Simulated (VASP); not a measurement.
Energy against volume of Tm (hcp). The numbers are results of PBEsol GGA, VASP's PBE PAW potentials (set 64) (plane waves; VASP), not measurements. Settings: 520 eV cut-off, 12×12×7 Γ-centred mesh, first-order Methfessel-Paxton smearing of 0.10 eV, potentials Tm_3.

The 4f electrons are frozen in the core of the lanthanide potential, so 4f levels, which can set the real gap, and their magnetism are missing.

Shape and ions are relaxed at each volume.

| V (Å³/atom) | E (eV/atom) |
|---|---|
| 27.811 | -4.89031 |
| 28.671 | -4.89567 |
| 29.532 | -4.89327 |
| 30.392 | -4.88387 |

Task: Fit these four points and predict the energy of the run at 26.951 Å³/atom.

Result: A cubic in V^(−2/3), the third-order Birch-Murnaghan form, passes through the four points with V0 = 28.82 Å³/atom and B0 = 48 GPa, and gives -4.8764 eV/atom there. The run gave -4.8765 eV/atom, -0.1 meV/atom from the fit; all five points give B0 = 47 GPa.

The compound is Tm in the hcp structure. It was relaxed first.
